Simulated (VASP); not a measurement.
Given:

```
CELL_PARAMETERS angstrom
      1.83928    -7.44292     0.00000
      1.83928     7.44292     0.00000
      0.00000     0.00000     3.66948
ATOMIC_POSITIONS crystal
  Zr 0.60609 0.39391 0.25000
  Zr 0.39391 0.60609 0.75000
  Si 0.94853 0.05147 0.25000
  Si 0.05147 0.94853 0.75000
  Si 0.24993 0.75007 0.25000
  Si 0.75007 0.24993 0.75000
```

Calculation: r2SCAN meta-GGA, VASP's PBE PAW potentials (set 64) (plane waves; VASP). Numerical set-up: 400 eV cut-off, 10×10×9 Γ-centred mesh, tetrahedra with Blöchl corrections, potentials Zr_sv Si.

For a metal the tetrahedron method with Blöchl corrections gives inexact stress and forces.

### Question
Predict the energy per atom (σ→0), largest force, band gap (over mesh and band path) with the smallest direct gap where there is one.

### Answer

band gap (over mesh and band path): none (metal, semimetal or under 0.01 eV)
energy per atom (σ→0): -14.091 eV/atom
largest force: 0.051 eV/Å

The absolute energy has meaning only against runs of the same code, potentials and settings.

The compound is ZrSi2 in the sg63 structure. It was relaxed first.
